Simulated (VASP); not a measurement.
Input of a VASP 6.6.1 run:

Contents of INCAR:

```
SYSTEM = NbTe
PREC = Accurate ; ENCUT = 600
EDIFF = 1E-6 ; ISMEAR = -1
SIGMA = 0.05 ; LREAL = .FALSE.
LASPH = .TRUE. ; NELM = 80
ALGO = Normal ; ISIF = 3
LWAVE = .FALSE. ; LCHARG = .FALSE.
GGA = PS ; IBRION = 2
NSW = 60 ; EDIFFG = -0.01
```

Contents of KPOINTS:

```
Automatic mesh
0
G
  8 8 6
  0 0 0
```

File POSCAR:

```
NbTe
1.0
    3.7029743866      0.0000000000      0.0000000000
   -1.8514871933      3.2068698884      0.0000000000
    0.0000000000      0.0000000000      3.6942110000
Te Nb
1 1
Direct
    0.6666666667      0.3333333333      0.0000000000
    0.0000000000      0.0000000000      0.5000000000
```

Potentials or basis: VASP PAW PBE potentials, release 64 (Te, Nb_sv).

Launch:

```bash
$ cat potpaw_PBE.64/Te/POTCAR potpaw_PBE.64/Nb_sv/POTCAR > POTCAR
$ mpirun -np 1 vasp_std > vasp.out
```

(1) Predict the band gap on the k mesh.

(2) Predict the relaxed volume.

(3) Estimate the space group after relaxing (to 0.05 Å).

(4) What does it give for the relaxed cell?

## Answers

(1) none (metal or under the smearing width).

(2) 20.94 Å³/atom.

(3) P-6m2 (No. 187).

(4) a = 3.630 Å, b = 3.630 Å, c = 3.671 Å, α = 90.00°, β = 90.00°, γ = 120.00°.

Caveat: the PAW data sets were made with another functional, which shifts forces and pressure a little.
